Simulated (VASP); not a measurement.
Computed with PBE GGA with D4 dispersion, VASP's PBE PAW potentials (set 64) (plane waves; VASP).

Input for VASP

File KPOINTS:
```
Automatic mesh
0
Gamma
7 7 7
0 0 0
```

**POSCAR**
```
KCl
1
    0.0000000000     3.1230653698     3.1230653698
    3.1230653698     0.0000000000     3.1230653698
    3.1230653698     3.1230653698     0.0000000000
K Cl
1 1
Direct
  0.0000000000   0.0000000000   0.0000000000
  0.5000000000   0.5000000000   0.5000000000
```

### INCAR
```
SYSTEM = KCl
PREC = Accurate
ENCUT = 520
EDIFF = 1E-7
NELM = 100
ALGO = Normal
LREAL = .FALSE.
LASPH = .TRUE.
ISMEAR = 0
SIGMA = 0.05
GGA = PE
IVDW = 13
LWAVE = .FALSE.
LCHARG = .FALSE.
ISIF = 2
```

POTCAR, in this order: K_sv Cl (PBE.64 set). Program: vasp_std.

The run wrote:

OSZICAR:
```
       N       E                     dE             d eps       ncg     rms          rms(c)
DAV:   1     0.108718751988E+03    0.10872E+03   -0.73661E+03   480   0.120E+03
DAV:   2    -0.192665600656E+00   -0.10891E+03   -0.10131E+03   640   0.277E+02
DAV:   3    -0.686177395112E+01   -0.66691E+01   -0.66390E+01   620   0.633E+01
DAV:   4    -0.707846821577E+01   -0.21669E+00   -0.21651E+00   824   0.107E+01
DAV:   5    -0.708028885327E+01   -0.18206E-02   -0.18205E-02   636   0.973E-01    0.344E+00
DAV:   6    -0.679548688693E+01    0.28480E+00   -0.53717E-01   580   0.410E+00    0.282E+00
DAV:   7    -0.678103521806E+01    0.14452E-01   -0.13662E-01   612   0.227E+00    0.162E+00
DAV:   8    -0.679337380019E+01   -0.12339E-01   -0.20301E-02   628   0.126E+00    0.189E-01
DAV:   9    -0.679409457179E+01   -0.72077E-03   -0.13074E-03   632   0.247E-01    0.102E-01
DAV:  10    -0.679476377595E+01   -0.66920E-03   -0.69149E-04   544   0.208E-01    0.128E-02
DAV:  11    -0.679477493321E+01   -0.11157E-04   -0.20388E-05   720   0.320E-02    0.550E-03
DAV:  12    -0.679477846011E+01   -0.35269E-05   -0.49076E-06   580   0.176E-02    0.255E-03
DAV:  13    -0.679477855372E+01   -0.93611E-07   -0.33528E-07   644   0.455E-03
   1 F= -.70107881E+01 E0= -.70107881E+01  d E =-.202848E-14
```

File OUTCAR:
```
------------------------ aborting loop because EDIFF is reached ----------------------------------------
  Edisp (eV):   -0.21601
  FORCE on cell =-STRESS in cart. coord.  units (eV):
  Direction    XX          YY          ZZ          XY          YZ          ZX
  --------------------------------------------------------------------------------------
  Total       0.23845     0.23845     0.23845     0.00000     0.00000    -0.00000
  in kB       6.27100     6.27100     6.27100     0.00000     0.00000    -0.00000
  external pressure =        6.27 kB  Pullay stress =        0.00 kB
  volume of cell :       60.92
      direct lattice vectors                 reciprocal lattice vectors
     0.000000000  3.123065370  3.123065370    -0.160099114  0.160099114  0.160099114
     3.123065370  0.000000000  3.123065370     0.160099114 -0.160099114  0.160099114
     3.123065370  3.123065370  0.000000000     0.160099114  0.160099114 -0.160099114
  FREE ENERGIE OF THE ION-ELECTRON SYSTEM (eV)
  ---------------------------------------------------
  free  energy   TOTEN  =        -7.0107880860 eV

  energy  without entropy=       -7.0107880860  energy(sigma->0) =       -7.01078809
```
(Selected blocks of OUTCAR.)

**OUTCAR**
```
 val. band max:       -1.7512414251   @ k =   0.0000   0.0000   0.0000

 cond. band min:       3.5139291881   @ k =   0.0000   0.0000   0.0000


 Fermi energy:        -1.4986335708

 k-point     1 :       0.0000    0.0000    0.0000
  band No.  band energies     occupation
      1     -28.8955      2.00000
      2     -13.8947      2.00000
      3     -12.3567      2.00000
      4     -12.3567      2.00000
      5     -12.3567      2.00000
      6      -1.7512      2.00000
      7      -1.7512      2.00000
      8      -1.7512      2.00000
      9       3.5139      0.00000
     10       6.6410      0.00000
     11       6.6410      0.00000
     12       6.6410      0.00000

 k-point     2 :       0.1429    0.0000    0.0000
  band No.  band energies     occupation
      1     -28.8933      2.00000
      2     -13.9359      2.00000
      3     -12.3586      2.00000
      4     -12.3586      2.00000
      5     -12.3048      2.00000
      6      -2.0014      2.00000
      7      -1.8198      2.00000
      8      -1.8198      2.00000
      9       4.0038      0.00000
     10       6.5022      0.00000
     11       6.9013      0.00000
     12       6.9013      0.00000

 k-point     3 :       0.2857    0.0000    0.0000
  band No.  band energies     occupation
      1     -28.8882      2.00000
      2     -14.0201      2.00000
      3     -12.3628      2.00000
      4     -12.3628      2.00000
      5     -12.1959      2.00000
      6      -2.4759      2.00000
      7      -1.9667      2.00000
      8      -1.9667      2.00000
      9       5.0642      0.00000
     10       6.4770      0.00000
     11       7.6293      0.00000
     12       7.6293      0.00000

 k-point     4 :       0.4286    0.0000    0.0000
  band No.  band energies     occupation
      1     -28.8842      2.00000
      2     -14.0813      2.00000
      3     -12.3661      2.00000
      4     -12.3661      2.00000
      5     -12.1143      2.00000
      6      -2.8001      2.00000
...
```

The compound is KCl in the rock salt structure. This cell is one point of a volume scan, at 0.97 of the reference volume.
